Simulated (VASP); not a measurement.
OSZICAR of a VASP run on BN (relaxed from the NiAs type structure, space group P6_3/mmc):

**OSZICAR**
```
       N       E                     dE             d eps       ncg     rms          rms(c)
DAV:   1     0.672578192715E+02    0.67258E+02   -0.10307E+04  1344   0.156E+03
DAV:   2    -0.280368641397E+02   -0.95295E+02   -0.86847E+02  2000   0.332E+02
DAV:   3    -0.312875842625E+02   -0.32507E+01   -0.32162E+01  1776   0.551E+01
DAV:   4    -0.313169094410E+02   -0.29325E-01   -0.29259E-01  1692   0.494E+00
DAV:   5    -0.313172847743E+02   -0.37533E-03   -0.37520E-03  1672   0.555E-01    0.886E+00
DAV:   6    -0.298121137942E+02    0.15052E+01   -0.44972E+00  1768   0.187E+01    0.370E+00
DAV:   7    -0.297787955421E+02    0.33318E-01   -0.22085E-01  1676   0.485E+00    0.237E+00
DAV:   8    -0.297685464633E+02    0.10249E-01   -0.17160E-02  1592   0.128E+00    0.298E-01
DAV:   9    -0.297677465495E+02    0.79991E-03   -0.19925E-03  1728   0.508E-01    0.622E-02
DAV:  10    -0.297677542537E+02   -0.77042E-05   -0.12603E-04  1700   0.112E-01    0.166E-02
DAV:  11    -0.297677533037E+02    0.95003E-06   -0.12143E-05  1732   0.323E-02    0.293E-03
DAV:  12    -0.297677532276E+02    0.76127E-07   -0.78679E-07   976   0.906E-03
   1 F= -.24154397E+02 E0= -.24154397E+02  d E =-.241544E+02
       N       E                     dE             d eps       ncg     rms          rms(c)
DAV:   1    -0.294938557625E+02    0.27390E+00   -0.40461E+00  1516   0.219E+01    0.262E+00
DAV:   2    -0.293771132349E+02    0.11674E+00   -0.24261E-01  1608   0.494E+00    0.931E-01
DAV:   3    -0.293685290335E+02    0.85842E-02   -0.36072E-02  1744   0.193E+00    0.275E-01
DAV:   4    -0.293671929740E+02    0.13361E-02   -0.18329E-03  1620   0.424E-01    0.135E-01
DAV:   5    -0.293669358092E+02    0.25716E-03   -0.48323E-04  1640   0.204E-01    0.606E-02
DAV:   6    -0.293669309819E+02    0.48273E-05   -0.17860E-05  1704   0.462E-02    0.103E-02
DAV:   7    -0.293669308330E+02    0.14899E-06   -0.13043E-06   964   0.134E-02
   2 F= -.24125115E+02 E0= -.24125115E+02  d E =0.292823E-01
       N       E                     dE             d eps       ncg     rms          rms(c)
DAV:   1    -0.296839597267E+02   -0.31703E+00   -0.13732E+00  1516   0.124E+01    0.154E+00
DAV:   2    -0.296428644177E+02    0.41095E-01   -0.91223E-02  1628   0.297E+00    0.525E-01
DAV:   3    -0.296401869523E+02    0.26775E-02   -0.11506E-02  1696   0.108E+00    0.155E-01
DAV:   4    -0.296396952691E+02    0.49168E-03   -0.64840E-04  1600   0.246E-01    0.715E-02
DAV:   5    -0.296396082030E+02    0.87066E-04   -0.16625E-04  1628   0.118E-01    0.329E-02
DAV:   6    -0.296396049756E+02    0.32274E-05   -0.38892E-06  1636   0.231E-02    0.998E-03
DAV:   7    -0.296396044224E+02    0.55319E-06   -0.11919E-06   840   0.111E-02
   3 F= -.24181023E+02 E0= -.24181023E+02  d E =-.266255E-01
```

Task: Which electronic solver shows in the log?

Result: It is blocked Davidson (ALGO = Normal, or the opening steps of other solvers). The INCAR had ALGO = Normal.

Task: Can the final energy be trusted as converged?

Result: The calculation finished and met its thresholds. It stopped with EDIFF = 1E-6, NELM = 100, NSW = 40 and EDIFFG = -0.02 after 3 ionic steps (PBEsol GGA, plane waves, VASP's PBE PAW potentials (set 64)). Energy and stress use the plane-wave basis of the starting cell.

The structure was generated: BN was put into the NiAs type type (P6_3/mmc), which need not be its known phase. This run relaxes it under an external pressure of 45 GPa. Symmetry was kept, so distortions that lower it aren't found.
